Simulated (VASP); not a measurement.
Level of theory: r2SCAN meta-GGA, VASP's PBE PAW potentials (set 64) (plane waves; VASP).

VASP ran on this input.

**POSCAR**
```
ZnO
1
    1.6070730721    -2.7835326443     0.0000000000
    1.6070730721     2.7835326443     0.0000000000
    0.0000000000     0.0000000000     5.1571657677
Zn O
2 2
Direct
  0.6666670000   0.3333330000   0.5002958915
  0.3333330000   0.6666670000   0.0002958915
  0.6666670000   0.3333330000   0.8817041085
  0.3333330000   0.6666670000   0.3817041085
```

KPOINTS:
```
Automatic
0
Gamma
 8 8 4
```

**INCAR**
```
# general
SYSTEM =ZnO
PREC   =Accurate
ENCUT  =520
LREAL  =.FALSE.   # projection in real space or not
LASPH  =.TRUE.   # aspherical one-centre terms

# electronic loop
EDIFF  =1E-7   # SCF stop (eV)
NELM   =100   # most electronic steps
ALGO   =Normal
LMAXMIX=4   # l cut-off of mixed one-centre charges
LMIXTAU=.TRUE.

# smearing
ISMEAR =0   # Gaussian
SIGMA  =0.05

# functional
METAGGA=R2SCAN

# ions
IBRION =2
NSW    =30   # most ionic steps
ISIF   =4   # ions and shape, fixed volume
EDIFFG =-0.01   # ionic stop

# output
LWAVE  =.FALSE.
LCHARG =.FALSE.
```

POTCAR, in this order: Zn O (PBE.64 set). Program: vasp_std.

What VASP printed:

### OUTCAR
```
 ion  position               nearest neighbor table
   1  0.667  0.333  0.500-   4 1.95   4 1.95   4 1.95   3 1.97
   2  0.333  0.667  0.000-   3 1.95   3 1.95   3 1.95   4 1.97
   3  0.667  0.333  0.882-   2 1.95   2 1.95   2 1.95   1 1.97
   4  0.333  0.667  0.382-   1 1.95   1 1.95   1 1.95   2 1.97
  LATTYP: Found a hexagonal cell.
 ALAT       =     3.2141465183
 C/A-ratio  =     1.6045210566
 Subroutine PRICEL returns:
 Original cell was already a primitive cell.
 Subroutine GETGRP returns: Found 12 space group operations
The static configuration has the point symmetry C_3v.
 The point group associated with its full space group is C_6v.
The dynamic configuration has the point symmetry C_3v.
 Subroutine INISYM returns: Found 12 space group operations
 Subroutine IBZKPT returns following result:
 Found     30 irreducible k-points:

 Following reciprocal coordinates:
            Coordinates               Weight
  0.000000  0.000000  0.000000      1.000000
  0.125000 -0.000000  0.000000      6.000000
  0.250000 -0.000000  0.000000      6.000000
  0.375000 -0.000000  0.000000      6.000000
  0.500000 -0.000000  0.000000      3.000000
...
```

File OSZICAR:
```
...
DAV:  14    -0.362930230494E+02   -0.14310E-01   -0.97022E-03  1320   0.923E-01    0.145E+00
DAV:  15    -0.362976190179E+02   -0.45960E-02   -0.21837E-03  1320   0.455E-01    0.154E+00
DAV:  16    -0.362988453123E+02   -0.12263E-02   -0.58693E-04  1320   0.301E-01    0.148E+00
DAV:  17    -0.362982013542E+02    0.64396E-03   -0.14529E-03  1470   0.130E+00    0.117E+00
DAV:  18    -0.362974753101E+02    0.72604E-03   -0.45374E-04  2060   0.546E-01    0.100E+00
DAV:  19    -0.362964524918E+02    0.10228E-02   -0.12228E-03  1636   0.130E+00    0.638E-01
DAV:  20    -0.362963508063E+02    0.10169E-03   -0.10984E-03  2034   0.518E-01    0.459E-01
DAV:  21    -0.362962801969E+02    0.70609E-04   -0.15791E-04  2012   0.280E-01    0.337E-01
DAV:  22    -0.362962757527E+02    0.44442E-05   -0.10937E-04  2172   0.311E-01    0.197E-01
DAV:  23    -0.362962929466E+02   -0.17194E-04   -0.14461E-04  2172   0.279E-01    0.748E-02
DAV:  24    -0.362963180146E+02   -0.25068E-04   -0.36635E-05  1838   0.737E-02    0.282E-02
DAV:  25    -0.362963220311E+02   -0.40165E-05   -0.17180E-06  1394   0.226E-02    0.154E-02
DAV:  26    -0.362963306688E+02   -0.86377E-05   -0.21851E-06  1600   0.315E-02    0.369E-03
DAV:  27    -0.362963302753E+02    0.39347E-06   -0.23088E-07   848   0.730E-03    0.364E-03
DAV:  28    -0.362963304816E+02   -0.20628E-06   -0.13850E-07   696   0.133E-02    0.113E-03
DAV:  29    -0.362963305704E+02   -0.88807E-07   -0.17936E-07   824   0.331E-03
   1 F= -.36296331E+02 E0= -.36296331E+02  d E =-.362963E+02
       N       E                     dE             d eps       ncg     rms          rms(c)
DAV:   1    -0.362963900975E+02   -0.59616E-04   -0.35991E-02  1320   0.153E+00    0.535E-02
DAV:   2    -0.362964623445E+02   -0.72247E-04   -0.86652E-04  1398   0.272E-01    0.323E-02
DAV:   3    -0.362964426820E+02    0.19662E-04   -0.13135E-05  1500   0.450E-02    0.182E-02
DAV:   4    -0.362964470787E+02   -0.43966E-05   -0.13740E-05  1326   0.395E-02    0.289E-03
DAV:   5    -0.362964442224E+02    0.28562E-05   -0.66857E-06  1320   0.298E-02    0.135E-03
DAV:   6    -0.362964486618E+02   -0.44393E-05   -0.11454E-06  1320   0.109E-02    0.115E-03
DAV:   7    -0.362964472410E+02    0.14207E-05   -0.21760E-07   912   0.472E-03    0.235E-04
DAV:   8    -0.362964474186E+02   -0.17753E-06   -0.21604E-08   702   0.186E-03    0.158E-04
DAV:   9    -0.362964472712E+02    0.14733E-06   -0.29513E-09   660   0.928E-04    0.933E-05
DAV:  10    -0.362964470455E+02    0.22576E-06   -0.31857E-09   660   0.759E-04    0.588E-05
DAV:  11    -0.362964471738E+02   -0.12827E-06   -0.49204E-10   660   0.332E-04    0.312E-05
DAV:  12    -0.362964471113E+02    0.62417E-07   -0.80719E-11   660   0.974E-05
   2 F= -.36296447E+02 E0= -.36296447E+02  d E =-.116541E-03
       N       E                     dE             d eps       ncg     rms          rms(c)
DAV:   1    -0.362964598970E+02   -0.12723E-04   -0.17639E-02  1320   0.107E+00    0.375E-02
DAV:   2    -0.362964976530E+02   -0.37756E-04   -0.42509E-04  1398   0.190E-01    0.226E-02
DAV:   3    -0.362964852871E+02    0.12366E-04   -0.64258E-06  1500   0.313E-02    0.127E-02
DAV:   4    -0.362964903634E+02   -0.50763E-05   -0.67319E-06  1326   0.276E-02    0.202E-03
DAV:   5    -0.362964864021E+02    0.39613E-05   -0.32587E-06  1320   0.208E-02    0.952E-04
DAV:   6    -0.362964895567E+02   -0.31546E-05   -0.55565E-07  1320   0.758E-03    0.801E-04
DAV:   7    -0.362964884089E+02    0.11478E-05   -0.10494E-07   864   0.328E-03    0.166E-04
DAV:   8    -0.362964885196E+02   -0.11071E-06   -0.10666E-08   660   0.131E-03    0.115E-04
DAV:   9    -0.362964884122E+02    0.10748E-06   -0.15083E-09   660   0.672E-04    0.691E-05
DAV:  10    -0.362964882459E+02    0.16628E-06   -0.15991E-09   660   0.535E-04    0.454E-05
DAV:  11    -0.362964883464E+02   -0.10056E-06   -0.24482E-10   660   0.225E-04    0.302E-05
DAV:  12    -0.362964882988E+02    0.47665E-07   -0.40084E-11   660   0.673E-05
   3 F= -.36296488E+02 E0= -.36296488E+02  d E =-.157728E-03
       N       E                     dE             d eps       ncg     rms          rms(c)
DAV:   1    -0.362963590195E+02    0.12933E-03   -0.70577E-02  1320   0.215E+00    0.751E-02
DAV:   2    -0.362964943749E+02   -0.13536E-03   -0.17034E-03  1404   0.381E-01    0.454E-02
DAV:   3    -0.362964618394E+02    0.32536E-04   -0.25716E-05  1494   0.634E-02    0.255E-02
DAV:   4    -0.362964628375E+02   -0.99808E-06   -0.26743E-05  1326   0.551E-02    0.404E-03
DAV:   5    -0.362964631520E+02   -0.31453E-06   -0.13073E-05  1320   0.416E-02    0.189E-03
DAV:   6    -0.362964695404E+02   -0.63884E-05   -0.22751E-06  1320   0.154E-02    0.161E-03
DAV:   7    -0.362964678266E+02    0.17138E-05   -0.43824E-07  1304   0.664E-03    0.320E-04
DAV:   8    -0.362964681563E+02   -0.32966E-06   -0.36333E-08   876   0.198E-03    0.177E-04
DAV:   9    -0.362964677046E+02    0.45168E-06   -0.57130E-09   660   0.944E-04    0.124E-04
DAV:  10    -0.362964678400E+02   -0.13542E-06   -0.19273E-09   660   0.605E-04    0.600E-05
DAV:  11    -0.362964677479E+02    0.92057E-07   -0.47158E-10   660   0.395E-04
   4 F= -.36296468E+02 E0= -.36296468E+02  d E =-.137178E-03
       N       E                     dE             d eps       ncg     rms          rms(c)
DAV:   1    -0.362964500070E+02    0.17833E-04   -0.32924E-02  1320   0.147E+00    0.513E-02
DAV:   2    -0.362964953468E+02   -0.45340E-04   -0.79507E-04  1404   0.260E-01    0.310E-02
DAV:   3    -0.362965006334E+02   -0.52866E-05   -0.11814E-05  1494   0.412E-02    0.174E-02
DAV:   4    -0.362964787432E+02    0.21890E-04   -0.12565E-05  1326   0.376E-02    0.274E-03
DAV:   5    -0.362964985763E+02   -0.19833E-04   -0.59731E-06  1320   0.282E-02    0.132E-03
DAV:   6    -0.362964939802E+02    0.45961E-05   -0.99581E-07  1320   0.101E-02    0.108E-03
DAV:   7    -0.362964965871E+02   -0.26069E-05   -0.18475E-07   872   0.432E-03    0.224E-04
DAV:   8    -0.362964964480E+02    0.13905E-06   -0.19417E-08   690   0.169E-03    0.148E-04
DAV:   9    -0.362964966771E+02   -0.22904E-06   -0.29848E-09   660   0.907E-04    0.912E-05
DAV:  10    -0.362964969262E+02   -0.24914E-06   -0.31845E-09   660   0.755E-04    0.545E-05
DAV:  11    -0.362964967456E+02    0.18063E-06   -0.50279E-10   660   0.303E-04    0.315E-05
DAV:  12    -0.362964968079E+02   -0.62355E-07   -0.77356E-11   660   0.884E-05
   5 F= -.36296497E+02 E0= -.36296497E+02  d E =-.166238E-03
       N       E                     dE             d eps       ncg     rms          rms(c)
DAV:   1    -0.362967247589E+02   -0.22801E-03   -0.12218E-02  1320   0.933E-01    0.912E-02
DAV:   2    -0.362966215940E+02    0.10316E-03   -0.25796E-04  1576   0.276E-01    0.552E-02
DAV:   3    -0.362965539201E+02    0.67674E-04   -0.76854E-05  1790   0.150E-01    0.524E-03
DAV:   4    -0.362965671263E+02   -0.13206E-04   -0.26201E-05  1344   0.547E-02    0.328E-03
DAV:   5    -0.362965657864E+02    0.13399E-05   -0.63745E-06  1320   0.258E-02    0.222E-03
DAV:   6    -0.362965681687E+02   -0.23823E-05   -0.78124E-07  1356   0.880E-03    0.523E-04
DAV:   7    -0.362965680729E+02    0.95764E-07   -0.10444E-07  1026   0.333E-03
   6 F= -.36296568E+02 E0= -.36296568E+02  d E =-.712650E-04
       N       E                     dE             d eps       ncg     rms          rms(c)
DAV:   1    -0.362967419265E+02   -0.17376E-03   -0.10368E-02  1320   0.859E-01    0.840E-02
DAV:   2    -0.362966548327E+02    0.87094E-04   -0.21988E-04  1576   0.254E-01    0.509E-02
DAV:   3    -0.362965973242E+02    0.57508E-04   -0.65095E-05  1778   0.138E-01    0.484E-03
DAV:   4    -0.362966086780E+02   -0.11354E-04   -0.21891E-05  1356   0.498E-02    0.302E-03
DAV:   5    -0.362966074110E+02    0.12670E-05   -0.52912E-06  1320   0.234E-02    0.203E-03
DAV:   6    -0.362966094559E+02   -0.20450E-05   -0.65651E-07  1348   0.806E-03    0.482E-04
DAV:   7    -0.362966093679E+02    0.88034E-07   -0.91129E-08  1026   0.308E-03
   7 F= -.36296609E+02 E0= -.36296609E+02  d E =-.112560E-03
```

### OUTCAR
```
------------------------ aborting loop because EDIFF is reached ----------------------------------------
  FORCE on cell =-STRESS in cart. coord.  units (eV):
  Direction    XX          YY          ZZ          XY          YZ          ZX
  --------------------------------------------------------------------------------------
  Total        1.3687744      1.3687749      1.4195134      0.0000000      0.0000000      0.0000000
  in kB       47.5301780     47.5301948     49.2920702      0.0000000      0.0000000      0.0000000
  external PRESSURE =      48.1174810 kB  Pullay stress =       0.0000000 kB
  volume of cell :       46.14
      direct lattice vectors                 reciprocal lattice vectors
     1.605535146 -2.780868938 -0.000000000     0.311422644 -0.179799915 -0.000000000
     1.605535146  2.780868938  0.000000000     0.311422644  0.179799915  0.000000000
     0.000000000 -0.000000000  5.167050382     0.000000000 -0.000000000  0.193534014
  FREE ENERGIE OF THE ION-ELECTRON SYSTEM (eV)
  ---------------------------------------------------
  free  energy   TOTEN  =       -36.2966093679 eV

  energy  without entropy=      -36.2966093679  energy(sigma->0) =      -36.29660937

 reached required accuracy - stopping structural energy minimisation
```
(Selected blocks of OUTCAR.)

File CONTCAR:
```
ZnO
   1.00000000000000
     1.6055351461227239   -2.7808689383619494   -0.0000000000000000
     1.6055351461227239    2.7808689383619494    0.0000000000000000
     0.0000000000000000   -0.0000000000000000    5.1670503819304781
  Zn              O
     2     2
Direct
     0.6666669999999968    0.3333330000000032    0.5010363564911153
     0.3333330000000032    0.6666669999999968    0.0010363564911155
     0.6666669999999968    0.3333330000000032    0.8809636435088897
     0.3333330000000032    0.6666669999999968    0.3809636435088896
```

The compound is ZnO in the wurtzite structure. This cell is one point of a volume scan, at 0.97 of the reference volume. Symmetry was kept, so distortions that lower it aren't found.
